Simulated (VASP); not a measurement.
Input:

```
BeS
1.0
    0.00000     2.43891     2.43891
    2.43891     0.00000     2.43891
    2.43891     2.43891     0.00000
Be S
1 1
Cartesian
  2.43891   0.00000   2.43891
  1.21946   1.21946   1.21946
```

These are PBE GGA, VASP's PBE PAW potentials (set 64) (plane waves; VASP) values and carry that method's errors. Run with 520 eV cut-off, 9×9×9 Γ-centred mesh, Gaussian smearing of 0.050 eV, potentials Be S.

Question: The job: BeS (zinc blende), 2 atoms, PBE, static run, 520 eV, 9×9×9 Γ-centred mesh. Roughly how much core time does it take on a busy server core?

Answer: About 8 core-seconds (one run on a shared machine, a rough figure). It had 35 irreducible k-points, 8 bands, up to 797 plane waves and 14 electronic steps.

The compound is BeS in the zinc blende structure. It was relaxed first.
